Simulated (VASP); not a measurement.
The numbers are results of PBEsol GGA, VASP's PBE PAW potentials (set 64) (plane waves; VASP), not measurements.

Input for VASP

### KPOINTS
```
Automatic mesh
0
gamma
 6 6 6
```

### INCAR
```
SYSTEM = InSb
PREC = Accurate; ENCUT = 400; LREAL = .FALSE.
LASPH = .TRUE.
EDIFF = 1E-6; NELM = 100; ALGO = Normal
LMAXMIX = 4
ISMEAR = 0; SIGMA = 0.05
GGA = PS
IBRION = 2; NSW = 60; ISIF = 3
EDIFFG = -0.01
LWAVE = .FALSE.; LCHARG = .FALSE.
```

**POSCAR**
```
InSb
1
    0.0000000000     3.2400000000     3.2400000000
    3.2400000000     0.0000000000     3.2400000000
    3.2400000000     3.2400000000     0.0000000000
In Sb
1 1
Direct
  0.0000000000   0.0000000000   0.0000000000
  0.2500000000   0.2500000000   0.2500000000
```

POTCAR, in this order: In_d Sb (PBE.64 set). Program: vasp_std.

Question: What will the output report for the number of irreducible k-points (NKPTS), number of bands (NBANDS), largest plane-wave count, number of space-group operations, FFT grid (NGX, NGY, NGZ)?

Answer: 
```json
{
 "number of irreducible k-points (NKPTS)": "16",
 "number of bands (NBANDS)": "13",
 "largest_plane_wave_count": "1258",
 "number_of_space_group_operations": "24",
 "FFT grid (NGX, NGY, NGZ)": "30 × 30 × 30"
}
```

The compound is InSb in the zinc blende structure. This run relaxes it. Symmetry was kept, so distortions that lower it aren't found.
